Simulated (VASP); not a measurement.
A convergence study with VASP on TiO₂ (rutile): one setting is varied, all else stays as given below, so the limit is that of these other settings.

```yaml
crystal:
  lattice:
    - [4.59000, 0.00000, 0.00000]
    - [0.00000, 4.59000, 0.00000]
    - [0.00000, 0.00000, 2.96000]
  atoms:
    - { symbol: Ti, position: [0.00000, 0.00000, 0.00000] }
    - { symbol: Ti, position: [0.50000, 0.50000, 0.50000] }
    - { symbol: O, position: [0.30500, 0.30500, 0.00000] }
    - { symbol: O, position: [0.80500, 0.19500, 0.50000] }
    - { symbol: O, position: [0.19500, 0.80500, 0.50000] }
    - { symbol: O, position: [0.69500, 0.69500, 0.00000] }
```

All values below come from PBE GGA, VASP's PBE PAW potentials (set 64) (plane waves; VASP 6.6.1). The tightest run used: 700 eV cut-off, 12×12×16 Γ-centred mesh, tetrahedra with Blöchl corrections, potentials Ti_sv O.

Gaps are read on the run's mesh, which can miss a band edge.

Question: The settings run are 2×2×3 mesh; 3×3×4 mesh; 4×4×5 mesh; 4×4×6 mesh; 5×5×7 mesh; 6×6×8 mesh; 7×7×9 mesh; 8×8×10 mesh; 8×8×11 mesh; 9×9×12 mesh; 10×10×13 mesh; 10×10×14 mesh; 11×11×15 mesh; 12×12×16 mesh. From which on does the energy per atom stay within 0.01 eV/atom of the tightest run?

Answer: From 3×3×4 mesh on: it is off by 0.0022 there and by no more than 0.01 in any finer run, while 2×2×3 mesh is off by 0.0148.
```
setting        E (eV/atom)  pressure (GPa)  largest force (eV/Å)  gap on the mesh (eV)  irreducible k-points  difference judged (eV/atom)
-------------  -----------  --------------  --------------------  --------------------  --------------------  ---------------------------
2×2×3 mesh         -8.9291            5.98                 0.107                 1.834                     6                       0.0148
3×3×4 mesh         -8.9417            5.83                 0.131                 1.865                     9                       0.0022
4×4×5 mesh         -8.9435            5.76                 0.125                 1.871                    18                       0.0003
4×4×6 mesh         -8.9437            5.76                 0.127                 1.871                    24                       0.0002
5×5×7 mesh         -8.9438            5.77                 0.127                 1.871                    24                       0.0000
6×6×8 mesh         -8.9439            5.77                 0.127                 1.871                    50                       0.0000
7×7×9 mesh         -8.9439            5.75                 0.127                 1.872                    50                       0.0000
8×8×10 mesh        -8.9439            5.75                 0.127                 1.872                    90                       0.0000
8×8×11 mesh        -8.9439            5.75                 0.127                 1.872                    90                       0.0000
9×9×12 mesh        -8.9439            5.75                 0.127                 1.872                   105                       0.0000
10×10×13 mesh      -8.9439            5.75                 0.127                 1.872                   147                       0.0000
10×10×14 mesh      -8.9439            5.75                 0.127                 1.872                   168                       0.0000
11×11×15 mesh      -8.9439            5.77                 0.127                 1.871                   168                       0.0000
12×12×16 mesh      -8.9439            5.75                 0.127                 1.872                   252                       0.0000
```

Left out are rungs that failed or repeat a setting and relaxations that didn't move; long series are thinned to 24 rows.

The compound is TiO2 in the rutile structure. The cell was not relaxed at this level, forces remain on its atoms.
